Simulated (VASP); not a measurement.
Cost and result of VASP (PAW) for the lattice constant a of TlCl (CsCl type). Static lattice. The cost counts the five points of the equation of state, each on the mesh and cut-off of its row, so the ratios hold those differences too. With PBE it took about 40 core-seconds. The timings are rough (shared machines, no repeats); factors under 2 mean little.

```csv
level,k-mesh,cut-off (eV),lattice constant a (Å),cost over PBE
LDA,7×7×7,520,3.696,within a factor of 2
PBEsol,7×7×7,520,(withheld),within a factor of 2
PBE,7×7×7,520,3.900,reference
PBE0,6×6×6,520,(withheld),(withheld)
```

Q: Fill in the missing entries.

A: 
- PBEsol, lattice constant a (Å): 3.769
- PBE0, lattice constant a (Å): 3.877
- PBE0, cost over PBE: about 50 times

Left out are levels that failed, ran on another kind of processor or have no fit band path; at most nine are shown.

The compound is TlCl in the CsCl type structure.
